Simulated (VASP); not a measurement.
Here is the system:

```xyz
3
Lattice="1.8989 -3.2890 0.0000 1.8989 3.2890 0.0000 0.0000 0.0000 5.1162" Properties=species:S:1:pos:R:3 pbc="T T T"
Pt     0.0000     0.0000     0.0000
Se     1.8989     1.0963     1.3089
Se     1.8989    -1.0963     3.8073
```

Level of theory: optB88-vdW, VASP's PBE PAW potentials (set 64) (plane waves; VASP). Numerical set-up: 520 eV cut-off, Gaussian smearing of 0.050 eV, potentials Pt Se.

Task: Give the energies of bands 3 to 14 at the high-symmetry points, in eV from the Fermi level.

Result: 
| band | Γ | M | K | A | L | H |
|---|---|---|---|---|---|---|
| 3 | -6.70 | -6.79 | -6.46 | -5.85 | -7.09 | -5.94 |
| 4 | -5.91 | -5.33 | -5.63 | -5.85 | -5.55 | -5.94 |
| 5 | -5.91 | -4.91 | -5.63 | -5.03 | -5.47 | -5.81 |
| 6 | -3.67 | -3.81 | -4.39 | -3.70 | -4.56 | -4.22 |
| 7 | -3.67 | -3.52 | -4.39 | -3.70 | -3.29 | -4.22 |
| 8 | -2.47 | -3.28 | -3.45 | -2.81 | -3.23 | -3.95 |
| 9 | -0.99 | -3.22 | -2.43 | -1.78 | -2.99 | -3.36 |
| 10 | -0.99 | -3.17 | -1.68 | -1.46 | -2.52 | -2.37 |
| 11 | 0.43 | -2.84 | -1.68 | -1.46 | -1.25 | -2.37 |
| 12 | 1.20 | 0.52 | -0.08 | 2.04 | 0.78 | 1.86 |
| 13 | 1.20 | 2.11 | -0.08 | 2.04 | 1.27 | 1.86 |
| 14 | 3.71 | 4.66 | 3.84 | 4.91 | 4.36 | 6.09 |

It has no gap at this level: it comes out as a metal or semimetal.

The compound is PtSe2 in the 1T layered structure. It was relaxed first.
